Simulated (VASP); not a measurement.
Lattice constant a of zinc-blende III-V compounds: r2SCAN against PBE

VASP (plane waves, PAW); cells keep the symmetry of their structure type. Static lattice, each level at its own minimum.

Here x stands for PBE a and y for r2SCAN less PBE.

```
solid  PBE a (Å)  r2SCAN less PBE (Å)  cut-off (eV)
-----  ---------  -------------------  ------------
BN         3.626               -0.012           520
BP         4.547               -0.014           520
BAs        4.817               -0.030           520
GaP        5.506               -0.056           520
GaAs       5.750               -0.082           520
InAs       6.190               -0.079           520
InSb       6.635                    ?           520
```

Taking a straight line for y over the 6 complete rows: With u = x - 5.1, the rows have u = -1.4740, -0.5530, -0.2830, 0.4060, 0.6500, 1.0900. Means: u -0.027333, y -0.0455. About the means, the sum of products is -0.13569 and the sum of squares of u is 4.3295; the slope is their ratio. Least squares gives y = -0.0464 - 0.03134·u. Residuals (row less fit): -0.0118, 0.0151, 0.0075, 0.0031, -0.0152, 0.0016; standard error 0.0129 (degrees of freedom: 4). The slope is -0.0313 with a standard error of 0.0062.

Task: Predict the withheld y at x = 6.635 from the fit, and compare with the calculation.

Result: u = 1.5350, so y = -0.0464 - 0.03134 × 1.5350 = -0.0945 Å. The calculation gives -0.077 Å, 0.0175 Å above the prediction (25.0 % of the range of y in the table). The row lies outside the fitted rows, so this is an extrapolation. From the scatter of the fitted rows alone, a prediction at this place has a standard error of 0.0170 Å, so the miss is 1.0 times that.

The rows are a random draw from the solids of this series computed here; series whose standard error about the line passes 12 to 30 % of the range of y, or with no trend, aren't shown in this form.
